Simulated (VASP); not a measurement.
The system is Hf2O3.

```
Hf O
1.0
     5.08000    0.00000    0.00000
     0.00000    5.08000    0.00000
     0.00000    0.00000    5.08000
Hf O
4 6
Cartesian
  0.0000 0.0000 0.0000
  0.0000 2.5400 2.5400
  2.5400 0.0000 2.5400
  2.5400 2.5400 0.0000
  1.2700 1.2700 3.8100
  1.2700 3.8100 1.2700
  1.2700 3.8100 3.8100
  3.8100 1.2700 1.2700
  3.8100 1.2700 3.8100
  3.8100 3.8100 1.2700
```

The cell was built by a generator and needn't be a form met in nature.

```yaml
Program: VASP 6.6.1
Task: relaxation of cell and atoms
Functional: PBE
Potentials_or_basis: VASP PAW PBE potentials, release 64 (Hf_pv, O)
Cutoff: 600 eV
k_mesh: 4 × 4 × 4
Occupations: gaussian, width 0.05 eV
Spin: no spin polarisation
```

At the start: pressure -7.1 GPa; volume 13.11 Å³/atom.

Question: How do energy, volume and symmetry change on relaxing?

Answer: Over 3 steps the energy falls by 10.7 meV/atom and the volume is 12.65 Å³/atom (-3.5 %); space group Pn-3m (No. 224, to 0.05 Å).

The path:
```tsv
step	energy change (eV)	largest force (eV/Å)	pressure (GPa)	volume (Å³)
1	0.0000	0.0000	-7.10	131.10
2	0.1035	0.0000	11.60	120.38
3	-0.1065	0.0000	-0.11	126.50
```

Final structure:
```
Hf O
1.0
     5.01990    0.00000    0.00000
     0.00000    5.01990    0.00000
     0.00000    0.00000    5.01990
Hf O
4 6
Direct
  0.00000 0.00000 0.00000
  0.00000 0.50000 0.50000
  0.50000 0.00000 0.50000
  0.50000 0.50000 0.00000
  0.25000 0.25000 0.75000
  0.25000 0.75000 0.25000
  0.25000 0.75000 0.75000
  0.75000 0.25000 0.25000
  0.75000 0.25000 0.75000
  0.75000 0.75000 0.25000
```
